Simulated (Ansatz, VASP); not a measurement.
# Cross-check of H3C2N between VASP and Ansatz, part 2 of 2

Wanted: the spread between two codes on one cell, functional and k mesh. The structure shown is frame 133 of Ansatz's trajectory.

VASP 6.6.1 and Ansatz 0.2.0.

So far: Starting point; Ansatz: dynamics, PBE with D4.

**3. VASP: single point, PBE with D4**

Level of this step: PBE with D4; plane waves and PAW (C, N, H) (VASP).

The same cell, functional and mesh now go to VASP, with its own data sets.

Lines of VASP's logs that name or quote its potential files are left out, and so is its time.

File INCAR:

```
SYSTEM = H3C2N
PREC = Accurate
ENCUT = 520
EDIFF = 1E-06
NELM = 120
ISMEAR = 0
SIGMA = 0.01
LREAL = Auto
ALGO = Normal
GGA = PE
IVDW = 13
NBANDS = 240
LORBIT = 11
LWAVE = .FALSE.
LCHARG = .FALSE.
ISIF = 2
LASPH = .TRUE.
GGA_COMPAT = .FALSE.
EFERMI = MIDGAP
NCORE = 4
```

File POSCAR:

```
H3C2N
1.0
   11.8316900000      0.0000000000      0.0000000000
    0.0000000000     11.8316900000      0.0000000000
    0.0000000000      0.0000000000     11.8316900000
C N H
38 19 57
Direct
    0.6068110304      0.4681241648      0.4581509489
    0.6677997818      0.3637434720      0.4732206473
    0.4691975534      0.5996607416      0.9313800480
    0.4952546931      0.5467942449      0.8240834572
    0.5825372369      0.2404559281      0.0539736927
    0.4641771378      0.2310151804      0.0586898406
    0.7393956400      0.0088584133      0.3584610483
    0.6158629917      0.0178250106      0.3420390494
    0.9939323968      0.4658337059      0.4657322834
    0.9165723578      0.5563786746      0.4532066002
    0.8172796955      0.6232076736      0.1492939724
    0.8877260983      0.5279212015      0.1916632366
    0.1893051627      0.6008778120      0.1875133645
    0.2962214189      0.5473182614      0.2302798670
    0.2763256982      0.2710939857      0.7879432270
    0.2450368460      0.3739279849      0.8481459538
    0.0649695859      0.2390529164      0.0934608665
    0.0239695259      0.1512125487      0.1726042518
    0.4421515439      0.7386180672      0.5134938458
    0.3244760470      0.6982857056      0.5066816321
    0.9927820962      0.8210745887      0.3184329542
    0.9873813462      0.8377078845      0.4409091178
    0.1264654500      0.6794718252      0.8068500781
    0.2214053952      0.7534933725      0.8285291450
    0.8802208307      0.9668694836      0.9584091537
    0.9548678169      0.8825450971      0.0066431761
    0.3343140329      0.2129112578      0.3442787970
    0.2600811887      0.2410560114      0.4415007493
    0.4530798221      0.0414902689      0.7152739803
    0.5376831205      0.1054878889      0.7835651543
[... 78 atom lines left out ...]
    0.7499604875      0.3056030035      0.7338258524
    0.8869907849      0.2963228415      0.7752400545
    0.8537580008      0.4099329851      0.6920989309
    0.3758212056      0.9040382228      0.0192956374
    0.4758238257      0.0202261892      0.0406459263
    0.4138123970      0.9513518356      0.1568499513
```

File KPOINTS:

```
Automatic mesh
0
Gamma
1 1 1
0 0 0
```

Potentials, in the order of the species: C, N and H (PBE family, release 64).

Run with:

```sh
> mpirun -np 16 vasp_gam
```

Numbers of over 12 decimals in the logs are rounded to 6 here.

Output:

```text
[banner, memory and clock lines left out]
running   16 mpi-ranks, on    1 nodes
[...]
LDA part: xc-table for (Slater+PW92), standard interpolation
 POSCAR, INCAR and KPOINTS ok, starting setup
[...]
entering main loop
       N       E                     dE             d eps       ncg     rms          rms(c)
DAV:   1     0.218661531300E+04    0.21866E+04   -0.14661E+05   496   0.112E+03
DAV:   2    -0.455612923002E+03   -0.26422E+04   -0.25187E+04   632   0.262E+02
DAV:   3    -0.761548373012E+03   -0.30594E+03   -0.30305E+03   616   0.915E+01
DAV:   4    -0.769690475574E+03   -0.81421E+01   -0.81064E+01   592   0.177E+01
[...]
DAV:  18    -0.697914438537E+03    0.40606E-05   -0.13670E-05   584   0.109E-02    0.362E-03
DAV:  19    -0.697914437382E+03    0.11543E-05   -0.34101E-06   552   0.502E-03    0.235E-03
DAV:  20    -0.697914436778E+03    0.60412E-06   -0.48541E-07   384   0.290E-03
   1 F= -.70238234E+03 E0= -.70238234E+03  d E =0.000000E+00
```

From OUTCAR (step 3):

```text
  FREE ENERGIE OF THE ION-ELECTRON SYSTEM (eV)
  ---------------------------------------------------
  free  energy   TOTEN  =      -702.3823365480 eV

  energy  without entropy=     -702.3823365480  energy(sigma->0) =     -702.38233655
```

The run ends at a pressure of 0.17 GPa, with forces up to 4.5 eV/Å.

**4. Side by side**

Known differences besides the potentials themselves: fixed occupations in Ansatz, narrow Gaussian smearing in VASP; the cutoff is 420 eV in Ansatz and 520 eV in VASP (PREC = Accurate, projectors in real space). Total energies have different zeros and are not compared.

Forces on 8 of the 114 atoms, those with the largest forces and the largest differences (eV/Å; atoms numbered as in POSCAR):

```csv
atom,"Ansatz x, y, z","VASP x, y, z"
C5,"1.769, -2.470, -0.509","1.749, -2.459, -0.516"
C8,"2.862, -0.229, 0.541","3.360, -0.321, 0.578"
C19,"-0.350, -1.083, -2.747","-0.370, -1.093, -2.731"
C20,"2.015, 1.283, 0.778","2.492, 1.383, 0.761"
C30,"-2.518, -2.049, -2.211","-2.935, -2.262, -2.488"
C33,"0.719, -3.064, 0.966","0.719, -3.050, 0.981"
N42,"-1.907, -0.033, -0.295","-2.411, 0.061, -0.337"
N53,"1.925, 1.150, 1.164","2.363, 1.365, 1.442"
```

The forces differ by 138 meV/Å r.m.s., which is 15.6 % of the r.m.s. force of 0.885 eV/Å (both taken over all components).

**5. Results**

| Item | Value |
| --- | --- |
| r.m.s. force difference (single point, PBE with D4) | 16 % of the r.m.s. force |

In words: The r.m.s. force difference is 16 % of the r.m.s. force (single point, PBE with D4), beyond the 3 % picked in this series as the mark of a large difference. What causes the difference of the single point, PBE with D4 pair stays open here. 2 further runs of this series are not shown here. How closely two codes agree says nothing of how well the functional describes the real material.

[Lines on the potential files, build, host, timing and source positions are cut from VASP's logs without a mark.]

[Logs are printed without paths, hosts, clocks, repeated set-up lines and the standing remarks that a program may print on its own settings, such as how far it seeks lower states.]

[Hosts, paths, dates, database ids (printed as entryN), source tags and the programs' standing remarks are cut or masked in the printed files.]
